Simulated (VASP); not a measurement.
Computed with PBE GGA, VASP's PBE PAW potentials (set 64) (plane waves; VASP).

A VASP calculation is set up with these files.

File POSCAR:
```
NbP
1
   -1.6749250000     1.6749250000     5.7401100000
    1.6749250000    -1.6749250000     5.7401100000
    1.6749250000     1.6749250000    -5.7401100000
Nb P
2 2
Direct
  0.7498800000   0.7498800000   0.0000000000
  0.4998800000   0.9998800000   0.5000000000
  0.3327500000   0.3327500000   0.0000000000
  0.0827500000   0.5827500000   0.5000000000
```

File KPOINTS:
```
Automatic mesh
0
Gamma
5 5 5
0 0 0
```

INCAR:
```
! general
SYSTEM =NbP
PREC   =Accurate
ENCUT  =300
LREAL  =.FALSE.   ! projection in real space or not
LASPH  =.TRUE.   ! aspherical one-centre terms

! electronic loop
EDIFF  =1E-6   ! SCF stop (eV)
NELM   =100
ALGO   =Normal   ! blocked Davidson
LMAXMIX=4

! smearing
ISMEAR =0
SIGMA  =0.2   ! width (eV)

! functional
GGA    =PE   ! PBE

! ions
ISIF   =2   ! forces and stress, cell fixed

! output
LWAVE  =.FALSE.
LCHARG =.FALSE.
```

POTCAR, in this order: Nb_sv P (PBE.64 set). Program: vasp_std.

At this cut-off the stress carries a Pulay error, which pulls relaxed volumes low. Gaps are read on the run's mesh, which can miss a band edge.

Q: What does the run give for the energy per atom (σ→0), pressure, band gap (on the k-mesh)?

A: 
```yaml
energy per atom (σ→0): -8.811 eV/atom
band gap (on the k-mesh): none (metal, semimetal or under 0.01 eV)
pressure: -1.73 GPa
```

OSZICAR:
```
...
DAV:   7    -0.352630882852E+02   -0.83193E-02   -0.61651E-01  1314   0.416E+00    0.301E+00
DAV:   8    -0.352551316305E+02    0.79567E-02   -0.63398E-02  1066   0.160E+00    0.437E-01
DAV:   9    -0.352547833328E+02    0.34830E-03   -0.88342E-03  1258   0.628E-01    0.262E-01
DAV:  10    -0.352549241552E+02   -0.14082E-03   -0.84972E-04   996   0.301E-01    0.376E-02
DAV:  11    -0.352549020422E+02    0.22113E-04   -0.13455E-04  1418   0.616E-02    0.174E-02
DAV:  12    -0.352548975845E+02    0.44577E-05   -0.11972E-05  1144   0.322E-02    0.419E-03
DAV:  13    -0.352548974170E+02    0.16750E-06   -0.48420E-07   720   0.536E-03
   1 F= -.35254897E+02 E0= -.35242122E+02  d E =-.255511E-01
```

The structure comes from a computed database's NbP entry; how it stands against other phases isn't given here. The cell was not relaxed at this level. The k-mesh is coarse (spacing up to 0.53 per Å, 2π included), so the numbers may not be converged in it. The run is one of a series of settings (KPOINTS 5×5×5 Γ-centred mesh against the base run), some of them coarse on purpose.
